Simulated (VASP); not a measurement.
Here is the system:

```
PbF2
1.0
    0.00000     2.91836     2.91836
    2.91836     0.00000     2.91836
    2.91836     2.91836     0.00000
Pb F
1 2
Cartesian
  0.00000   0.00000   0.00000
  1.45918   1.45918   1.45918
  4.37753   4.37753   4.37753
```

Calculation: PBE GGA with D3 dispersion (Becke-Johnson damping), VASP's PBE PAW potentials (set 64) (plane waves; VASP). Run with 520 eV cut-off, 7×7×7 Γ-centred mesh, Gaussian smearing of 0.050 eV, potentials Pb_d F.

Task: Predict the energy per atom (σ→0), pressure.

Result: 
- energy per atom (σ→0) = -4.915 eV/atom
- pressure = 5.01 GPa

The compound is PbF2 in the fluorite structure, the β form. This cell is one point of a volume scan, at 0.94 of the reference volume.
